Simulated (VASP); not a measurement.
Here is the system:

```yaml
crystal:
  lattice:
    - [0.00000, 2.22360, 2.22360]
    - [2.22360, 0.00000, 2.22360]
    - [2.22360, 2.22360, 0.00000]
  atoms:
    - { symbol: Si, position: [0.00000, 0.00000, 0.00000] }
    - { symbol: C, position: [0.25000, 0.25000, 0.25000] }
```
Cell charge -0.02.

The numbers are results of PBE GGA, VASP's PBE PAW potentials (set 64) (plane waves; VASP), not measurements. Settings: NELECT = 8.02, 520 eV cut-off, 9×9×9 Γ-centred mesh, Gaussian smearing of 0.050 eV, potentials Si C.

The cell is charged, with a uniform compensating background.

Task: Give the stress tensor in GPa (positive for a compressed cell).

Result: 
```
-7.45   0.00   0.00
 0.00  -7.45   0.00
 0.00   0.00  -7.45
```
The pressure is its mean diagonal, -7.45 GPa.

The compound is SiC in the zinc blende structure. The cell was not relaxed at this level. The run is one of a series of settings (NELECT = 8.02 against the base run), some of them coarse on purpose.
